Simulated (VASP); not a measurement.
Data:

```
Dy
1.0
    1.79119    -3.10244     0.00000
    1.79119     3.10244     0.00000
    0.00000     0.00000     5.54689
Dy
2
Direct
  0.33333   0.66667   0.25000
  0.66667   0.33333   0.75000
```

These are optB88-vdW, VASP's PBE PAW potentials (set 64) (plane waves; VASP 6.6.1) values and carry that method's errors. Run with 520 eV cut-off, Gaussian smearing of 0.050 eV, potentials Dy_3.

The 4f electrons are frozen in the core of the lanthanide potential, so 4f levels, which can set the real gap, and their magnetism are missing.

Question: Give the energies of bands 7 to 12 at the high-symmetry points, in eV from the Fermi level.

Answer: 
```json
[
 {"band": "7", "Γ": "-5.13", "M": "-1.93", "K": "-0.98", "A": "-3.48", "L": "-1.96", "H": "-0.61"},
 {"band": "8", "Γ": "-2.20", "M": "-1.48", "K": "-0.72", "A": "-3.48", "L": "-1.96", "H": "-0.61"},
 {"band": "9", "Γ": "1.54", "M": "-0.99", "K": "-0.72", "A": "1.03", "L": "0.03", "H": "-0.40"},
 {"band": "10", "Γ": "1.75", "M": "0.13", "K": "-0.38", "A": "1.03", "L": "0.03", "H": "-0.40"},
 {"band": "11", "Γ": "1.75", "M": "1.40", "K": "1.20", "A": "1.64", "L": "1.80", "H": "0.62"},
 {"band": "12", "Γ": "2.25", "M": "1.68", "K": "1.20", "A": "1.64", "L": "1.80", "H": "0.62"}
]
```

It has no gap at this level: it comes out as a metal or semimetal.

The compound is Dy in the hcp structure. It was relaxed first.
